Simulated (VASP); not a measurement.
A VASP calculation is set up with these files.

KPOINTS:
```
Automatic mesh
0
Gamma
4 4 4
0.5 0.5 0.5
```

**INCAR**
```
ALGO = Normal
EDIFF = 1E-6
ENCUT = 200
ISIF = 2
ISMEAR = -1
LASPH = .TRUE.
LCHARG = .FALSE.
LREAL = .FALSE.
LWAVE = .FALSE.
NELM = 100
PREC = Accurate
SIGMA = 0.1
SYSTEM = AlN
```

**POSCAR**
```
AlN
1
    3.1485180000     0.0000000000     0.0000000000
   -1.5742590000     2.7266960000     0.0000000000
    0.0000000000     0.0000000000    15.4496430000
Al N
6 6
Direct
 -0.0278870000  -0.0249940000  -0.0012840000
 -0.0000630000  -0.0025210000   0.4988660000
  0.6528610000   0.3198940000   0.8253740000
  0.3408150000   0.7155380000   0.3292950000
  0.6446270000   0.3383700000   0.1718990000
  0.3732510000   0.6949510000   0.6677170000
  0.0079050000  -0.0431960000   0.8723710000
  0.0075780000  -0.0208460000   0.3727720000
  0.6800740000   0.3201820000   0.7125360000
  0.3574690000   0.6662710000   0.2060800000
  0.6373950000   0.3602060000   0.0458970000
  0.3259750000   0.6761450000   0.5458760000
```

POTCAR, in this order: Al N (LDA.64 set). Program: vasp_std.

### Question
Translate this LDA calculation to Quantum ESPRESSO's pw.x.

### Answer
One equivalent input (not run):
```
&CONTROL
  calculation = 'scf'
  pseudo_dir = './pseudo'
  outdir = './out'
  tprnfor = .true.
  tstress = .true.
/
&SYSTEM
  ibrav = 0
  nat = 12
  ntyp = 2
  ecutwfc = 84
  occupations = 'smearing'
  smearing = 'fermi-dirac'
  degauss = 0.00735
  input_dft = 'pz'
/
&ELECTRONS
  conv_thr = 7.3e-08
  electron_maxstep = 100
/
ATOMIC_SPECIES
  Al 26.982 Al.upf
  N 14.007 N.upf
CELL_PARAMETERS angstrom
     3.1485180    0.0000000    0.0000000
    -1.5742590    2.7266960    0.0000000
     0.0000000    0.0000000   15.4496430
ATOMIC_POSITIONS crystal
  Al  -0.0278870 -0.0249940 -0.0012840
  Al  -0.0000630 -0.0025210  0.4988660
  Al   0.6528610  0.3198940  0.8253740
  Al   0.3408150  0.7155380  0.3292950
  Al   0.6446270  0.3383700  0.1718990
  Al   0.3732510  0.6949510  0.6677170
  N    0.0079050 -0.0431960  0.8723710
  N    0.0075780 -0.0208460  0.3727720
  N    0.6800740  0.3201820  0.7125360
  N    0.3574690  0.6662710  0.2060800
  N    0.6373950  0.3602060  0.0458970
  N    0.3259750  0.6761450  0.5458760
K_POINTS automatic
  4 4 4 1 1 1
```
The two are equivalent in intent, not identical: the potentials are each code's own (VASP's PAW set, PseudoDojo norm-conserving files in pw.x), so ENCUT and ecutwfc are chosen apart and not converted; conv_thr bounds pw.x's estimated SCF error, while EDIFF bounds the energy change between steps.

The structure was generated: AlN was put into an ordered model structure, which need not be its known phase. The cell was not relaxed at this level. The k-mesh is coarse (spacing up to 0.58 per Å, 2π included), so the numbers may not be converged in it. The run is one of a series of settings (ENCUT = 200, GGA removed, KPOINTS 4×4×4 Γ-centred mesh shifted by (0.5, 0.5, 0.5), POTCAR Al N (LDA.64 set) against the base run), some of them coarse on purpose.
